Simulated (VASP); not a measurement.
Fe, 7 atoms in the cell. The cell holds a slab with vacuum, 7 atoms: a = 2.450 Å, b = 2.450 Å, c = 27.004 Å, α = 90.00°, β = 90.00°, γ = 109.47°. 

- Program: VASP 6.6.1
- Task: single point
- Functional: PBE
- Potentials or basis: VASP PAW PBE potentials, release 64 (Fe)
- Cutoff: 520 eV
- k mesh: 16 × 16 × 1
- Occupations: methfessel-paxton, width 0.1 eV
- Spin: collinear spin, ferromagnetic start
- Starting moments: [2.4, 2.4, 2.4, 2.4, 2.4, 2.4, 2.4] μB
- Dipole correction: yes
- Further INCAR settings: ALGO = Normal; EDIFF = 1e-06; AMIX = 0.2; BMIX = 0.0001

Potentials or basis: VASP PAW PBE potentials, release 64 (Fe).

Run with:

```console
$ cat potpaw_PBE.64/Fe/POTCAR > POTCAR
$ mpirun -np 1 vasp_std > vasp.out
```

Hardware: 1 × NVIDIA H100 80GB with 1 thread of AMD EPYC 7R13 Processor (Zen 3), with other jobs on the host.

How long does it take, and how much memory?

Wall time 30 min on 1 × NVIDIA H100 80GB with 1 thread of AMD EPYC 7R13 Processor (Zen 3) (shared host), peak memory 1.8 GiB. Counts: scf iterations 54, k points 73.
